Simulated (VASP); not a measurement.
An input for Quantum ESPRESSO's pw.x (written as the equivalent of a VASP run, and not itself run):

```
&CONTROL
  calculation = 'vc-relax'
  pseudo_dir = './pseudo'
  outdir = './out'
  tprnfor = .true.
  tstress = .true.
  nstep = 40
  forc_conv_thr = 0.00078
/
&SYSTEM
  ibrav = 0
  nat = 2
  ntyp = 2
  ecutwfc = 74
  occupations = 'smearing'
  smearing = 'gaussian'
  degauss = 0.003675
  input_dft = 'pbe'
/
&ELECTRONS
  conv_thr = 7.3e-08
  electron_maxstep = 100
/
&IONS
/
&CELL
  press = 200
/
ATOMIC_SPECIES
  K 39.098 K.upf
  Cl 35.450 Cl.upf
CELL_PARAMETERS angstrom
     0.0000000    2.7673376    2.7673376
     2.7673376   -0.0000000    2.7673376
     2.7673376    2.7673376    0.0000000
ATOMIC_POSITIONS crystal
  K    0.0000000  0.0000000  0.0000000
  Cl   0.5000000  0.5000000  0.5000000
K_POINTS automatic
  8 8 8 0 0 0
```

Problem. Translate this input to VASP (INCAR, KPOINTS, POSCAR, choice of POTCAR).

Solution. One answer among several that fit: 
### POSCAR
```
KCl
1
    0.0000000000     2.7673375818     2.7673375818
    2.7673375818    -0.0000000000     2.7673375818
    2.7673375818     2.7673375818     0.0000000000
K Cl
1 1
Direct
  0.0000000000   0.0000000000   0.0000000000
  0.5000000000   0.5000000000   0.5000000000
```

### INCAR
```
# general
SYSTEM =KCl
PREC   =Accurate
ENCUT  =500
LREAL  =.False.
LASPH  =.True.   # aspherical one-centre terms

# electronic loop
EDIFF  =1E-6   # SCF stop (eV)
NELM   =100   # most electronic steps
ALGO   =Normal   # blocked Davidson

# smearing
ISMEAR =0   # Gaussian
SIGMA  =0.05

# functional
GGA    =PE

# ions
IBRION =2   # conjugate gradients
NSW    =40   # most ionic steps
ISIF   =3   # ions, shape and volume
EDIFFG =-0.02   # ionic stop
PSTRESS=200   # kbar

# output
LWAVE  =.False.
LCHARG =.False.
```

File KPOINTS:
```
Regular mesh
0
Gamma
8 8 8
```

POTCAR, in this order: K_sv Cl (PBE.64 set). Program: vasp_std.

Limits of the translation: the potentials are each code's own (VASP's PAW set, PseudoDojo norm-conserving files in pw.x), so ENCUT and ecutwfc are chosen apart and not converted; conv_thr bounds pw.x's estimated SCF error, while EDIFF bounds the energy change between steps; forc_conv_thr acts on force components and is met together with etot_conv_thr.

The compound is KCl in the rock salt structure. This run relaxes it under an external pressure of 20 GPa. Symmetry was kept, so distortions that lower it aren't found.
